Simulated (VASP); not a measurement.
Data:

```
AlFe
1.0
    2.91000     0.00000     0.00000
    0.00000     2.91000     0.00000
    0.00000     0.00000     2.91000
Al Fe
1 1
Direct
  0.50000   0.50000   0.50000
  0.00000   0.00000   0.00000
```

Method: PBEsol GGA, VASP's PBE PAW potentials (set 64) (plane waves; VASP). Settings: 400 eV cut-off, 11×11×11 Γ-centred mesh, first-order Methfessel-Paxton smearing of 0.10 eV, potentials Al Fe.

Energy and stress use the plane-wave basis of the starting cell.

Task: The ions, cell shape and volume are relaxed. What does this cell relax into?

Result: 
```
AlFe
1.0
    2.83983     0.00000     0.00000
    0.00000     2.83983     0.00000
    0.00000     0.00000     2.83983
Al Fe
1 1
Cartesian
  1.41992   1.41992   1.41992
  0.00000   2.83983   2.83983
```
Space group Pm-3m (221), at a tolerance of 0.03 Å.

Task: How do energy and volume change from the first to the last step?

Result: The energy (σ→0) changes by -35.7 meV/atom and the volume by -7.1 %, in 6 ionic steps.

The compound is FeAl in the CsCl type structure. This run relaxes it. Symmetry was kept, so distortions that lower it aren't found. The run is not spin-polarised, so no magnetic state was tried. The electron count is odd and the run is not spin-polarised, which forces a metal.
